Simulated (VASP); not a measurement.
A VASP calculation is set up with these files.

**KPOINTS**
```
Automatic mesh
0
Gamma
9 9 9
0 0 0
```

**INCAR**
```
ALGO = Normal
EDIFF = 1E-6
EDIFFG = -0.02
ENCUT = 500
GGA = PS
IBRION = 2
ISIF = 3
ISMEAR = 0
LASPH = .TRUE.
LCHARG = .FALSE.
LMAXMIX = 4
LREAL = .FALSE.
LWAVE = .FALSE.
NELM = 100
NSW = 40
PREC = Accurate
PSTRESS = 300
SIGMA = 0.05
SYSTEM = AgCl
```

POSCAR:
```
AgCl
1
    0.0000000000     2.4934673290     2.4934673290
    2.4934673290     0.0000000000     2.4934673290
    2.4934673290     2.4934673290     0.0000000000
Ag Cl
1 1
Direct
  1.0000000000   1.0000000000   0.0000000000
  0.5000000000   0.5000000000   0.5000000000
```

POTCAR, in this order: Ag Cl (PBE.64 set). Program: vasp_std.

Problem. Write an equivalent input for Quantum ESPRESSO's pw.x.

Solution. One equivalent input (not run):
```
&CONTROL
  calculation = 'vc-relax'
  pseudo_dir = './pseudo'
  outdir = './out'
  tprnfor = .true.
  tstress = .true.
  nstep = 40
  forc_conv_thr = 0.00078
/
&SYSTEM
  ibrav = 0
  nat = 2
  ntyp = 2
  ecutwfc = 82
  occupations = 'smearing'
  smearing = 'gaussian'
  degauss = 0.003675
  input_dft = 'pbesol'
/
&ELECTRONS
  conv_thr = 7.3e-08
  electron_maxstep = 100
/
&IONS
/
&CELL
  press = 300
/
ATOMIC_SPECIES
  Ag 107.868 Ag.upf
  Cl 35.450 Cl.upf
CELL_PARAMETERS angstrom
     0.0000000    2.4934673    2.4934673
     2.4934673    0.0000000    2.4934673
     2.4934673    2.4934673    0.0000000
ATOMIC_POSITIONS crystal
  Ag   1.0000000  1.0000000  0.0000000
  Cl   0.5000000  0.5000000  0.5000000
K_POINTS automatic
  9 9 9 0 0 0
```
Limits of the translation: the potentials are each code's own (VASP's PAW set, PseudoDojo norm-conserving files in pw.x), so ENCUT and ecutwfc are chosen apart and not converted; conv_thr bounds pw.x's estimated SCF error, while EDIFF bounds the energy change between steps; forc_conv_thr acts on force components and is met together with etot_conv_thr.

The compound is AgCl in the rock salt structure. It was relaxed first under an external pressure of 30 GPa.
